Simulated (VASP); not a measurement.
Method: SCAN meta-GGA, VASP's PBE PAW potentials (set 64) (plane waves; VASP).

VASP ran on this input.

**POSCAR**
```
MoS2
1.0
  1.5868244712  -2.7484603275   0.0000000000
  1.5868244712   2.7484603275   0.0000000000
  0.0000000000   0.0000000000  12.8288213244
Mo S
2 4
Cart
  1.5868244712   0.9161552748   3.2072053311
  1.5868244712  -0.9161552748   9.6216159933
  1.5868244712   0.9161552748  11.1737853689
  1.5868244712  -0.9161552748   4.7593747067
  1.5868244712  -0.9161552748   1.6550359555
  1.5868244712   0.9161552748   8.0694466177
```

**KPOINTS**
```
kpoints
0
G
 8 8 2
0 0 0
```

### INCAR
```
# general
SYSTEM  = MoS2
PREC    = Accurate
ENCUT   = 520
LREAL   = .False.
LASPH   = .True.

# electronic loop
EDIFF   = 1E-7
NELM    = 100
ALGO    = Normal
LMAXMIX = 4
LMIXTAU = .True.

# smearing
ISMEAR  = 0
SIGMA   = 0.05

# functional
METAGGA = SCAN

# ions
IBRION  = 2
NSW     = 30
ISIF    = 4
EDIFFG  = -0.01

# output
LWAVE   = .False.
LCHARG  = .False.
```

POTCAR, in this order: Mo_sv S (PBE.64 set). Program: vasp_std.

What VASP printed:

OUTCAR:
```
 ion  position               nearest neighbor table
   1  0.333  0.667  0.250-   4 2.40   5 2.40   4 2.40   5 2.40   4 2.40   5 2.40
   2  0.667  0.333  0.750-   3 2.40   6 2.40   3 2.40   6 2.40   3 2.40   6 2.40
   3  0.333  0.667  0.871-   2 2.40   2 2.40   2 2.40
   4  0.667  0.333  0.371-   1 2.40   1 2.40   1 2.40
   5  0.667  0.333  0.129-   1 2.40   1 2.40   1 2.40
   6  0.333  0.667  0.629-   2 2.40   2 2.40   2 2.40
  LATTYP: Found a hexagonal cell.
 ALAT       =     3.1736487005
 C/A-ratio  =     4.0422940707
 Subroutine PRICEL returns:
 Original cell was already a primitive cell.
 Subroutine GETGRP returns: Found 24 space group operations
The static configuration has the point symmetry D_3d.
 The point group associated with its full space group is D_6h.
The dynamic configuration has the point symmetry D_3d.
 Subroutine INISYM returns: Found 24 space group operations
 Subroutine IBZKPT returns following result:
 Found     20 irreducible k-points:

 Following reciprocal coordinates:
            Coordinates               Weight
  0.000000  0.000000  0.000000      1.000000
  0.125000 -0.000000  0.000000      6.000000
  0.250000 -0.000000  0.000000      6.000000
  0.375000 -0.000000  0.000000      6.000000
  0.500000 -0.000000  0.000000      3.000000
  0.125000  0.125000  0.000000      6.000000
  0.250000  0.125000  0.000000     12.000000
  0.375000  0.125000  0.000000     12.000000
  0.250000  0.250000  0.000000      6.000000
  0.375000  0.250000  0.000000      6.000000
  0.000000  0.000000  0.500000      1.000000
  0.125000 -0.000000  0.500000      6.000000
  0.250000 -0.000000  0.500000      6.000000
  0.375000 -0.000000  0.500000      6.000000
  0.500000 -0.000000  0.500000      3.000000
  0.125000  0.125000  0.500000      6.000000
  0.250000  0.125000  0.500000     12.000000
  0.375000  0.125000  0.500000     12.000000
  0.250000  0.250000  0.500000      6.000000
  0.375000  0.250000  0.500000      6.000000
   k-points           NKPTS =     20   k-points in BZ     NKDIM =     20   number of bands    NBANDS=     31
   number of dos      NEDOS =    301   number of ions     NIONS =      6
   total plane-waves  NPLWV =  55296
   dimension x,y,z NGX =    24 NGY =   24 NGZ =   96
   dimension x,y,z NGXF=    48 NGYF=   48 NGZF=  192
   ions per type =               2   4
   PREC   = accura    normal or accurate (medium, high low for compatibility)
   ISTART =      0    job   : 0-new  1-cont  2-samecut
   ICHARG =      2    charge: 1-file 2-atom 10-const
   ISPIN  =      1    spin polarized calculation?
   LNONCOLLINEAR =      F non collinear calculations
   LSORBIT =      F    spin-orbit coupling
   INIWAV =      1    electr: 0-lowe 1-rand  2-diag
   ENCUT  =  520.0 eV  38.22 Ry    6.18 a.u.   5.90  5.90 23.85*2*pi/ulx,y,z
   NELM   =    100;   NELMIN=  2; NELMDL= -5     # of ELM steps
   EDIFF  = 0.1E-06   stopping-criterion for ELM
   LREAL  =      F    real-space projection
   NLSPLINE    = F    spline interpolate recip. space projectors
   LMAXMIX     =    4 max onsite mixed and CHGCAR
   VOSKOWN=      0    Vosko Wilk Nusair interpolation
   EDIFFG = -.1E-01   stopping-criterion for IOM
   NSW    =     30    number of steps for IOM
   NBLOCK =      1;   KBLOCK =     30    inner block; outer block
   IBRION =      2    ionic relax: 0-MD 1-quasi-New 2-CG
   NFREE  =      1    steps in history (QN), initial steepest desc. (CG)
   ISIF   =      4    stress and relaxation
   ISYM   =      2    0-nonsym 1-usesym 2-fastsym
   TEIN   =    0.0    initial temperature
   TEBEG  =    0.0;   TEEND  =   0.0 temperature during run
   SMASS  =  -3.00    Nose mass-parameter (am)
   PSTRESS=    0.0 pullay stress
   NELECT =      52.0000    total number of electrons
   EFERMI =   0.00;   METHOD = LEGACY
...
```

OSZICAR:
```
       N       E                     dE             d eps       ncg     rms          rms(c)
DAV:   1     0.378755571337E+03    0.37876E+03   -0.30364E+04  1392   0.162E+03
DAV:   2    -0.107109318393E+03   -0.48586E+03   -0.47540E+03  1551   0.404E+02
DAV:   3    -0.132677627571E+03   -0.25568E+02   -0.25394E+02  1607   0.818E+01
DAV:   4    -0.133232087465E+03   -0.55446E+00   -0.55287E+00  1547   0.119E+01
DAV:   5    -0.133246649742E+03   -0.14562E-01   -0.14556E-01  1565   0.181E+00    0.398E+01
DAV:   6    -0.122659412622E+03    0.10587E+02   -0.24847E+01  1425   0.336E+01    0.136E+01
DAV:   7    -0.118540180198E+03    0.41192E+01   -0.73011E+00  1411   0.154E+01    0.734E+00
DAV:   8    -0.116320444186E+03    0.22197E+01   -0.23408E+00  1613   0.977E+00    0.416E+00
DAV:   9    -0.114459518632E+03    0.18609E+01   -0.44492E-01  1485   0.575E+00    0.182E+00
DAV:  10    -0.114175194974E+03    0.28432E+00   -0.49803E-01  1538   0.660E+00    0.384E-01
DAV:  11    -0.113980024495E+03    0.19517E+00   -0.68415E-02  1472   0.245E+00    0.394E-01
DAV:  12    -0.113972977303E+03    0.70472E-02   -0.63541E-03  1458   0.723E-01    0.408E-01
DAV:  13    -0.113889769440E+03    0.83208E-01   -0.14651E-02  1429   0.103E+00    0.319E-01
DAV:  14    -0.113918482617E+03   -0.28713E-01   -0.22940E-01  1254   0.395E+00    0.558E-01
DAV:  15    -0.113923461123E+03   -0.49785E-02   -0.30106E-02  1324   0.160E+00    0.223E-01
DAV:  16    -0.113928538562E+03   -0.50774E-02   -0.78689E-02  1254   0.259E+00    0.223E-01
DAV:  17    -0.113923824346E+03    0.47142E-02   -0.32032E-03  1514   0.473E-01    0.653E-02
DAV:  18    -0.113928177483E+03   -0.43531E-02   -0.21195E-03  1331   0.410E-01    0.576E-02
DAV:  19    -0.113929014987E+03   -0.83750E-03   -0.17111E-03  1338   0.416E-01    0.336E-02
DAV:  20    -0.113929453036E+03   -0.43805E-03   -0.10177E-03  1331   0.329E-01    0.367E-02
DAV:  21    -0.113929265335E+03    0.18770E-03   -0.19161E-04  1492   0.145E-01    0.250E-02
DAV:  22    -0.113929165341E+03    0.99995E-04   -0.10587E-04  1317   0.913E-02    0.132E-02
DAV:  23    -0.113929171959E+03   -0.66185E-05   -0.19369E-05  1422   0.459E-02    0.106E-02
DAV:  24    -0.113929164156E+03    0.78029E-05   -0.39121E-05  1310   0.526E-02    0.752E-03
DAV:  25    -0.113929189982E+03   -0.25826E-04   -0.32319E-05  1324   0.644E-02    0.606E-03
DAV:  26    -0.113929189784E+03    0.19780E-06   -0.18892E-05  1303   0.466E-02    0.510E-03
DAV:  27    -0.113929186476E+03    0.33083E-05   -0.58201E-06  1338   0.212E-02    0.332E-03
DAV:  28    -0.113929194863E+03   -0.83868E-05   -0.66857E-07  1332   0.712E-03    0.160E-03
DAV:  29    -0.113929193113E+03    0.17500E-05   -0.29050E-07  1214   0.529E-03    0.125E-03
DAV:  30    -0.113929194660E+03   -0.15477E-05   -0.21022E-07  1035   0.478E-03    0.642E-04
DAV:  31    -0.113929195589E+03   -0.92864E-06   -0.12733E-07   890   0.357E-03    0.444E-04
DAV:  32    -0.113929195545E+03    0.44296E-07   -0.49619E-08   739   0.200E-03
   1 F= -.11392920E+03 E0= -.11392920E+03  d E =-.113929E+03
       N       E                     dE             d eps       ncg     rms          rms(c)
DAV:   1    -0.113929270903E+03   -0.75314E-04   -0.35183E-03  1268   0.415E-01    0.525E-02
DAV:   2    -0.113929205929E+03    0.64975E-04   -0.35719E-04  1527   0.100E-01    0.352E-02
DAV:   3    -0.113929201316E+03    0.46129E-05   -0.56880E-05  1585   0.491E-02    0.184E-02
DAV:   4    -0.113929203995E+03   -0.26795E-05   -0.46289E-05  1317   0.524E-02    0.113E-02
DAV:   5    -0.113929204609E+03   -0.61373E-06   -0.29742E-05  1268   0.421E-02    0.470E-03
DAV:   6    -0.113929204138E+03    0.47108E-06   -0.48639E-05  1268   0.535E-02    0.276E-03
DAV:   7    -0.113929202950E+03    0.11883E-05   -0.35137E-05  1268   0.452E-02    0.149E-03
DAV:   8    -0.113929201979E+03    0.97056E-06   -0.50053E-06  1352   0.181E-02    0.709E-04
DAV:   9    -0.113929202238E+03   -0.25923E-06   -0.86874E-07  1185   0.952E-03    0.162E-04
DAV:  10    -0.113929202134E+03    0.10378E-06   -0.50984E-07  1122   0.697E-03    0.114E-04
DAV:  11    -0.113929202007E+03    0.12737E-06   -0.19775E-07  1024   0.413E-03    0.631E-05
DAV:  12    -0.113929202060E+03   -0.52463E-07   -0.53489E-08   752   0.211E-03
   2 F= -.11392920E+03 E0= -.11392920E+03  d E =-.651478E-05
```

OUTCAR:
```
------------------------ aborting loop because EDIFF is reached ----------------------------------------
  FORCE on cell =-STRESS in cart. coord.  units (eV):
  Direction    XX          YY          ZZ          XY          YZ          ZX
  --------------------------------------------------------------------------------------
  Total        0.0456122      0.0456122      0.0072106      0.0000000      0.0000000     -0.0000000
  in kB        0.6530648      0.6530646      0.1032393      0.0000000      0.0000000     -0.0000000
  external PRESSURE =       0.4697896 kB  Pullay stress =       0.0000000 kB
  volume of cell :      111.90
      direct lattice vectors                 reciprocal lattice vectors
     1.586546081 -2.747978142  0.000000000     0.315150002 -0.181951957  0.000000000
     1.586546081  2.747978142 -0.000000000     0.315150002  0.181951957 -0.000000000
     0.000000000  0.000000000 12.833323845     0.000000000  0.000000000  0.077922136
 POSITION                                       TOTAL-FORCE (eV/Angst)
 -----------------------------------------------------------------------------------
      1.58655      0.91599      3.20833         0.000000      0.000000      0.000000
      1.58655     -0.91599      9.62499        -0.000000     -0.000000      0.000000
      1.58655      0.91599     11.17819         0.000000     -0.000000     -0.007222
      1.58655     -0.91599      4.76153         0.000000     -0.000000     -0.007222
      1.58655     -0.91599      1.65513         0.000000     -0.000000      0.007222
      1.58655      0.91599      8.07179         0.000000     -0.000000      0.007222
 -----------------------------------------------------------------------------------
    total drift:                                0.000230      0.001616     -0.000030
  FREE ENERGIE OF THE ION-ELECTRON SYSTEM (eV)
  ---------------------------------------------------
  free  energy   TOTEN  =      -113.9292020595 eV

  energy  without entropy=     -113.9292020595  energy(sigma->0) =     -113.92920206

 reached required accuracy - stopping structural energy minimisation
```
(Selected blocks of OUTCAR.)

**CONTCAR**
```
MoS2
   1.00000000000000
     1.5865460813169883   -2.7479781419238378    0.0000000000000000
     1.5865460813169883    2.7479781419238378   -0.0000000000000000
     0.0000000000000000    0.0000000000000000   12.8333238449382065
  Mo              S
     2     4
Direct
     0.3333330000000032    0.6666669999999968    0.2500000000000000
     0.6666669999999968    0.3333330000000032    0.7500000000000000
     0.3333330000000032    0.6666669999999968    0.8710285270641871
     0.6666669999999968    0.3333330000000032    0.3710285270641872
     0.6666669999999968    0.3333330000000032    0.1289714729358128
     0.3333330000000032    0.6666669999999968    0.6289714729358129
```

The compound is MoS2 in the 2H layered structure. This run relaxes it. Symmetry was kept, so distortions that lower it aren't found.
